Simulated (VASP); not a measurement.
All values below come from SCAN meta-GGA, VASP's PBE PAW potentials (set 64) (plane waves; VASP 6.6.1).

VASP input:

**KPOINTS_OPT**
```
k-points along high-symmetry lines
6
Line-mode
Reciprocal
  0.000000   0.000000   0.000000 ! GAMMA
  0.000000   0.500000   0.000000 ! M

  0.000000   0.500000   0.000000 ! M
 -0.333333   0.666667   0.000000 ! K

 -0.333333   0.666667   0.000000 ! K
  0.000000   0.000000   0.000000 ! GAMMA

  0.000000   0.000000   0.000000 ! GAMMA
  0.000000   0.000000   0.500000 ! A

  0.000000   0.000000   0.500000 ! A
  0.000000   0.500000   0.500000 ! L

  0.000000   0.500000   0.500000 ! L
 -0.333333   0.666667   0.500000 ! H

 -0.333333   0.666667   0.500000 ! H
  0.000000   0.000000   0.500000 ! A

  0.000000   0.500000   0.500000 ! L
  0.000000   0.500000   0.000000 ! M

 -0.333333   0.666667   0.500000 ! H
 -0.333333   0.666667   0.000000 ! K
```

File POSCAR:
```
ZnS
1
    1.8979327876    -3.2873159758    -0.0000000000
    1.8979327876     3.2873159758     0.0000000000
    0.0000000000     0.0000000000     6.2337116167
Zn S
2 2
Direct
  0.6666670000   0.3333330000   0.5003064732
  0.3333330000   0.6666670000   0.0003064732
  0.6666670000   0.3333330000   0.8746935268
  0.3333330000   0.6666670000   0.3746935268
```

### INCAR
```
ALGO = Normal
EDIFF = 1E-7
ENCUT = 520
ISIF = 2
ISMEAR = -5
LASPH = T
LCHARG = F
LEFG = T
LMAXMIX = 4
LMIXTAU = T
LORBIT = 11
LREAL = F
LWAVE = F
METAGGA = SCAN
NEDOS = 601
NELM = 100
PREC = Accurate
SYSTEM = ZnS
```

File KPOINTS:
```
Automatic mesh
0
Gamma
8 8 4
0 0 0
```

POTCAR, in this order: Zn S (PBE.64 set). Program: vasp_std.

Question: What will the output report for the number of irreducible k-points (NKPTS), largest plane-wave count, number of space-group operations, FFT grid (NGX, NGY, NGZ)?

Answer: 
| Quantity | Value |
|---|---|
| number of irreducible k-points (NKPTS) | 30 |
| largest plane-wave count | 2124 |
| number of space-group operations | 12 |
| FFT grid (NGX, NGY, NGZ) | 28 × 28 × 48 |

The compound is ZnS in the wurtzite structure, the high-temperature form. It was relaxed first.
